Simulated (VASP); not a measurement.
Input:

```
CELL_PARAMETERS angstrom
     -2.87406     2.87406     2.87406
      2.87406    -2.87406     2.87406
      2.87406     2.87406    -2.87406
ATOMIC_POSITIONS crystal
  Cs 0.00000 0.00000 0.00000
```

Computed with LDA (Ceperley-Alder, Perdew-Zunger), VASP's LDA PAW potentials (set 64) (plane waves; VASP). Run with 520 eV cut-off, 10×10×10 Γ-centred mesh, tetrahedra with Blöchl corrections, potentials Cs_sv.

Unless said otherwise, spin-orbit coupling is left out, though it shifts the bands of the heavy elements here.

Q: Estimate the energy per atom (σ→0), band gap (on the k-mesh) with the smallest direct gap where there is one.

A: 
The band gap (on the k-mesh) is none (metal, semimetal or under 0.01 eV) and the energy per atom (σ→0) comes out as -0.994 eV/atom.

Only differences to runs with the same potentials and settings are physical.

The compound is Cs in the bcc structure. It was relaxed first, which changed the volume by -16 %.
